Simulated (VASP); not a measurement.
The system is Si2N.

```
Si N
1.0
    -2.04556    2.04556    2.39837
     2.04556   -2.04556    2.39837
     2.04556    2.04556   -2.39837
Si N
2 1
Direct
  0.75000 0.25000 0.50000
  0.25000 0.75000 0.50000
  0.00000 0.00000 0.00000
```

The cell was built by a generator and needn't be a form met in nature.

```yaml
Program: VASP 6.6.1
Task: single point
Functional: PBE
Potentials_or_basis: VASP PAW PBE potentials, release 64 (Si, N)
Cutoff: 520 eV
k_mesh: 9 × 9 × 9
Occupations: fermi-dirac, width 0.05 eV
Spin: no spin polarisation
```

On this cell: pressure 0.2 GPa; largest force under 0.003 eV/Å; band gap on the k mesh none (metal or under the smearing width).

The same run follows on a disturbed copy (atoms moved at random, drawn with an rms of 0.05 Å):

```
Si N
1.0
    -2.04556    2.04556    2.39837
     2.04556   -2.04556    2.39837
     2.04556    2.04556   -2.39837
Si N
2 1
Direct
  0.73377 0.23975 0.50100
  0.26059 0.75049 0.51497
  0.99132 0.99434 0.00662
```

Q: What does the disturbed cell give?

A: The energy (extrapolated to zero smearing) moves by +2.1 meV/atom; pressure 0.4 GPa; largest force 0.538 eV/Å; band gap on the k mesh none (metal or under the smearing width).

Forces on the atoms (eV/Å):
```
Si  -0.029 -0.098  0.528
Si  -0.045  0.217 -0.413
N    0.074 -0.119 -0.115
```

Stress tensor (GPa, compression positive):
```
 0.07 -0.02  0.00
-0.02 -0.38 -0.33
 0.00 -0.33  1.45
```
